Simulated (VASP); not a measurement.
An input for Quantum ESPRESSO's pw.x (written as the equivalent of a VASP run, and not itself run):

```
&CONTROL
  calculation = 'vc-relax'
  pseudo_dir = './pseudo'
  outdir = './out'
  tprnfor = .true.
  tstress = .true.
  nstep = 60
  forc_conv_thr = 0.00039
/
&SYSTEM
  ibrav = 0
  nat = 2
  ntyp = 2
  ecutwfc = 74
  occupations = 'smearing'
  smearing = 'gaussian'
  degauss = 0.003675
  input_dft = 'vdw-df2'
/
&ELECTRONS
  conv_thr = 7.3e-08
  electron_maxstep = 100
/
&IONS
/
&CELL
/
ATOMIC_SPECIES
  K 39.098 K.upf
  Cl 35.450 Cl.upf
CELL_PARAMETERS angstrom
    -0.0000000    3.1707628    3.1707628
     3.1707628   -0.0000000    3.1707628
     3.1707628    3.1707628    0.0000000
ATOMIC_POSITIONS crystal
  K    0.0000000  0.0000000  0.0000000
  Cl   0.5000000  0.5000000  0.5000000
K_POINTS automatic
  7 7 7 0 0 0
```

Problem. Translate this input to VASP (INCAR, KPOINTS, POSCAR, choice of POTCAR).

Solution. This is not unique; one that fits is 
INCAR:
```
SYSTEM = KCl
PREC = Accurate
ENCUT = 520
EDIFF = 1E-6
NELM = 100
ALGO = Normal
LREAL = .FALSE.
LASPH = .TRUE.
ISMEAR = 0
SIGMA = 0.05
GGA = ML
ZAB_VDW = -1.8867
LUSE_VDW = .TRUE.
AGGAC = 0.0
LWAVE = .FALSE.
LCHARG = .FALSE.
IBRION = 2
ISIF = 3
NSW = 60
EDIFFG = -0.01
```

File POSCAR:
```
KCl
1
   -0.0000000000     3.1707627737     3.1707627737
    3.1707627737    -0.0000000000     3.1707627737
    3.1707627737     3.1707627737     0.0000000000
K Cl
1 1
Direct
  0.0000000000   0.0000000000   0.0000000000
  0.5000000000   0.5000000000   0.5000000000
```

**KPOINTS**
```
Automatic mesh
0
Gamma
7 7 7
0 0 0
```

POTCAR, in this order: K_sv Cl (PBE.64 set). Program: vasp_std.

Limits of the translation: the potentials are each code's own (VASP's PAW set, PseudoDojo norm-conserving files in pw.x), so ENCUT and ecutwfc are chosen apart and not converted; conv_thr bounds pw.x's estimated SCF error, while EDIFF bounds the energy change between steps; forc_conv_thr acts on force components and is met together with etot_conv_thr.

The compound is KCl in the rock salt structure. It was relaxed first. The start is the result of an earlier pass.
